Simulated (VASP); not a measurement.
Computed with r2SCAN meta-GGA, VASP's PBE PAW potentials (set 64) (plane waves; VASP).

The input files of a VASP run:

POSCAR:
```
SiO2
1
    4.0536964147    -0.0000000000     0.0000000000
    0.0000000000     4.0536964147     0.0000000000
    0.0000000000     0.0000000000     2.6235587721
Si O
2 4
Direct
  0.0000000000   0.0000000000   1.0000000000
  0.5000000000   0.5000000000   0.5000000000
  0.3033500929   0.3033500929   1.0000000000
  0.8033500929   0.1966499071   0.5000000000
  0.1966499071   0.8033500929   0.5000000000
  0.6966499071   0.6966499071   0.0000000000
```

File KPOINTS:
```
K-points
0
Gamma
  6 6 8
```

**INCAR**
```
! general
SYSTEM  = SiO2
PREC    = Accurate
ENCUT   = 620
LREAL   = .FALSE.
LASPH   = .TRUE.

! electronic loop
EDIFF   = 1E-6
NELM    = 100
ALGO    = Normal
LMIXTAU = .TRUE.

! smearing
ISMEAR  = 0
SIGMA   = 0.05

! functional
METAGGA = R2SCAN

! ions
IBRION  = 2
NSW     = 40
ISIF    = 3
EDIFFG  = -0.02
PSTRESS = 450

! output
LWAVE   = .FALSE.
LCHARG  = .FALSE.
```

POTCAR, in this order: Si O (PBE.64 set). Program: vasp_std.

Energy and stress use the plane-wave basis of the starting cell.

**Question.** Predict the energy per atom (σ→0), volume per atom, band gap (on the k-mesh).

**Answer.** 
```yaml
energy per atom (σ→0): -9.694 eV/atom
band gap (on the k-mesh): 7.83 eV
volume_per_atom: 6.96 Å³/atom
```

**OSZICAR**
```
...
DAV:   8    -0.581643339887E+02   -0.30619E-06   -0.73356E-07  1172   0.107E-02
   6 F= -.46436607E+02 E0= -.46436607E+02  d E =-.202680E-02
       N       E                     dE             d eps       ncg     rms          rms(c)
DAV:   1    -0.581641575839E+02    0.17610E-03   -0.97699E-03  2268   0.887E-01    0.701E-02
DAV:   2    -0.581641105284E+02    0.47056E-04   -0.10194E-04  2312   0.942E-02    0.412E-02
DAV:   3    -0.581640887990E+02    0.21729E-04   -0.65828E-05  2228   0.794E-02    0.346E-03
DAV:   4    -0.581640894080E+02   -0.60893E-06   -0.99474E-06  2140   0.370E-02
   7 F= -.46436679E+02 E0= -.46436679E+02  d E =-.723393E-04
```

The compound is SiO2 in the rutile structure, stishovite, a high-pressure form. This run relaxes it under an external pressure of 45 GPa. Symmetry was kept, so distortions that lower it aren't found.
